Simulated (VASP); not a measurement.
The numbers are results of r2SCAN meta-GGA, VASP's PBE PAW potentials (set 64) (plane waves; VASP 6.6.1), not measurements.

VASP ran on this input.

File KPOINTS:
```
kpoints
0
G
  9 9 9
0 0 0
```

File POSCAR:
```
MnB
1.0
  0.0000000000   2.2806199688   2.2806199688
  2.2806199688   0.0000000000   2.2806199688
  2.2806199688   2.2806199688   0.0000000000
Mn B
1 1
Cart
  4.5612399376   4.5612399376   4.5612399376
  1.1403099844   1.1403099844   1.1403099844
```

INCAR:
```
! general
SYSTEM  = MnB
PREC    = Accurate
ENCUT   = 520
LREAL   = .FALSE.   ! projection in real space or not
LASPH   = .TRUE.

! electronic loop
EDIFF   = 1E-6
NELM    = 100   ! most electronic steps
ALGO    = Normal   ! blocked Davidson
LMAXMIX = 4   ! l cut-off of mixed one-centre charges
LMIXTAU = .TRUE.

! smearing
ISMEAR  = 0   ! Gaussian
SIGMA   = 0.05

! functional
METAGGA = R2SCAN

! spin
ISPIN   = 2
MAGMOM  = -2.4 0.4

! ions
IBRION  = 2   ! conjugate gradients
NSW     = 60   ! most ionic steps
ISIF    = 3   ! ions, shape and volume
EDIFFG  = -0.01

! output
LWAVE   = .FALSE.
LCHARG  = .FALSE.
LORBIT  = 10
```

POTCAR, in this order: Mn_pv B (PBE.64 set). Program: vasp_std.

The resulting files:

### OSZICAR
```
       N       E                     dE             d eps       ncg     rms          rms(c)
DAV:   1     0.105592744297E+03    0.10559E+03   -0.99885E+03  1836   0.146E+03
DAV:   2    -0.237044385599E+02   -0.12930E+03   -0.12317E+03  1890   0.353E+02
DAV:   3    -0.277643453533E+02   -0.40599E+01   -0.40185E+01  2095   0.714E+01
DAV:   4    -0.278031875527E+02   -0.38842E-01   -0.38838E-01  2095   0.736E+00
DAV:   5    -0.278038764641E+02   -0.68891E-03   -0.68891E-03  2115   0.990E-01    0.227E+01
DAV:   6    -0.273833574261E+02    0.42052E+00   -0.47308E+01  1925   0.117E+02    0.285E+01
DAV:   7    -0.205089385223E+02    0.68744E+01   -0.18595E+01  1855   0.704E+01    0.536E+00
DAV:   8    -0.206875180239E+02   -0.17858E+00   -0.67585E-01  1920   0.849E+00    0.186E+00
DAV:   9    -0.207356061993E+02   -0.48088E-01   -0.12309E-01  1965   0.337E+00    0.107E+00
DAV:  10    -0.207453972651E+02   -0.97911E-02   -0.46819E-02  1860   0.184E+00    0.327E-01
DAV:  11    -0.207475692842E+02   -0.21720E-02   -0.43785E-03  1895   0.686E-01    0.130E-01
DAV:  12    -0.207476410876E+02   -0.71803E-04   -0.14550E-03  1965   0.420E-01    0.970E-02
DAV:  13    -0.207478646245E+02   -0.22354E-03   -0.29833E-04  1825   0.195E-01    0.260E-02
DAV:  14    -0.207478743364E+02   -0.97120E-05   -0.25537E-05  2050   0.555E-02    0.142E-02
DAV:  15    -0.207478745932E+02   -0.25678E-06   -0.44767E-06  1855   0.286E-02
   1 F= -.20747875E+02 E0= -.20747858E+02  d E =-.207479E+02  mag=    -2.0001
       N       E                     dE             d eps       ncg     rms          rms(c)
DAV:   1    -0.207851764132E+02   -0.37302E-01   -0.32803E-01  1820   0.103E+01    0.195E+00
DAV:   2    -0.207937715117E+02   -0.85951E-02   -0.39629E-01  1905   0.102E+01    0.249E+00
DAV:   3    -0.207484699694E+02    0.45302E-01   -0.92451E-02  1915   0.531E+00    0.242E-01
DAV:   4    -0.207483063967E+02    0.16357E-03   -0.21831E-03  1850   0.439E-01    0.165E-01
DAV:   5    -0.207481756448E+02    0.13075E-03   -0.47959E-04  1905   0.187E-01    0.414E-02
DAV:   6    -0.207481800756E+02   -0.44309E-05   -0.30321E-05  1925   0.668E-02    0.168E-02
DAV:   7    -0.207481820124E+02   -0.19368E-05   -0.13826E-05  1930   0.408E-02    0.473E-03
DAV:   8    -0.207481832038E+02   -0.11914E-05   -0.20076E-06  2002   0.158E-02    0.287E-03
DAV:   9    -0.207481832601E+02   -0.56311E-07   -0.13781E-07   910   0.419E-03
   2 F= -.20748183E+02 E0= -.20748177E+02  d E =-.308667E-03  mag=    -2.0000
       N       E                     dE             d eps       ncg     rms          rms(c)
DAV:   1    -0.207517520113E+02   -0.35688E-02   -0.31097E-02  1820   0.319E+00    0.596E-01
DAV:   2    -0.207522565577E+02   -0.50455E-03   -0.33673E-02  1885   0.307E+00    0.750E-01
DAV:   3    -0.207482891914E+02    0.39674E-02   -0.90657E-03  1895   0.161E+00    0.787E-02
DAV:   4    -0.207482745292E+02    0.14662E-04   -0.18208E-04  1835   0.113E-01    0.503E-02
DAV:   5    -0.207482585056E+02    0.16024E-04   -0.33717E-05  1905   0.597E-02    0.824E-03
DAV:   6    -0.207482582499E+02    0.25575E-06   -0.22347E-06  1868   0.156E-02
   3 F= -.20748258E+02 E0= -.20748250E+02  d E =-.383657E-03  mag=    -2.0000
```

File OUTCAR:
```
------------------------ aborting loop because EDIFF is reached ----------------------------------------
  FORCE on cell =-STRESS in cart. coord.  units (eV):
  Direction    XX          YY          ZZ          XY          YZ          ZX
  --------------------------------------------------------------------------------------
  Total        0.0164112      0.0164112      0.0164112      0.0000000      0.0000000      0.0000000
  in kB        1.1014312      1.1014312      1.1014312      0.0000000      0.0000000      0.0000000
  external PRESSURE =       1.1014312 kB  Pullay stress =       0.0000000 kB
  volume of cell :       23.87
      direct lattice vectors                 reciprocal lattice vectors
    -0.000000000  2.285361304  2.285361304    -0.218783787  0.218783787  0.218783787
     2.285361304 -0.000000000  2.285361304     0.218783787 -0.218783787  0.218783787
     2.285361304  2.285361304  0.000000000     0.218783787  0.218783787 -0.218783787
 POSITION                                       TOTAL-FORCE (eV/Angst)
 -----------------------------------------------------------------------------------
      0.00000     -0.00000      0.00000         0.000000      0.000000      0.000000
      1.14268      1.14268      1.14268        -0.000000     -0.000000     -0.000000
 -----------------------------------------------------------------------------------
    total drift:                                0.000013      0.000013      0.000013
  FREE ENERGIE OF THE ION-ELECTRON SYSTEM (eV)
  ---------------------------------------------------
  free  energy   TOTEN  =       -20.7482582499 eV

  energy  without entropy=      -20.7482413187  energy(sigma->0) =      -20.74824978

 total charge

# of ion       s       p       d       tot
------------------------------------------
    1        0.395   6.323   5.188  11.906
    2        0.809   1.149   0.000   1.957
--------------------------------------------------
tot          1.204   7.472   5.188  13.864

 magnetization (x)

# of ion       s       p       d       tot
------------------------------------------
    1        0.003   0.033  -2.438  -2.402
    2        0.061   0.297   0.000   0.358
--------------------------------------------------
tot          0.065   0.330  -2.438  -2.043

 reached required accuracy - stopping structural energy minimisation
```
(Selected blocks of OUTCAR.)

CONTCAR:
```
MnB
   1.00000000000000
    -0.0000000000000000    2.2853613038033651    2.2853613038033651
     2.2853613038033651   -0.0000000000000000    2.2853613038033651
     2.2853613038033651    2.2853613038033651    0.0000000000000000
  Mn              B
     1     1
Direct
     0.0000000000000000    0.0000000000000000    0.0000000000000000
     0.2500000000000000    0.2500000000000000    0.2500000000000000
```

The structure was generated: MnB was put into the zinc blende type (F-43m), which need not be its known phase. This run relaxes it. Symmetry was kept, so distortions that lower it aren't found. The start is the result of an earlier pass.
